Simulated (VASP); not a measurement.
Given:

```
ZnO
1.0
    1.64309    -2.84591     0.00000
    1.64309     2.84591     0.00000
    0.00000     0.00000     5.30697
Zn O
2 2
Direct
  0.66667   0.33333   0.50144
  0.33333   0.66667   0.00144
  0.66667   0.33333   0.88056
  0.33333   0.66667   0.38056
```

Level of theory: PBE GGA, VASP's PBE PAW potentials (set 64) (plane waves; VASP). Numerical set-up: 520 eV cut-off, 10×10×6 Γ-centred mesh, tetrahedra with Blöchl corrections, potentials Zn O.

Q: The job: ZnO (wurtzite), 4 atoms, PBE, static run, 520 eV, 10×10×6 Γ-centred mesh. Roughly how much core time does it take on a busy server core?

A: About 80 core-seconds (one run on a shared machine, a rough figure). It had 56 irreducible k-points, 22 bands, up to 1350 plane waves and 16 electronic steps.

The compound is ZnO in the wurtzite structure. It was relaxed first.
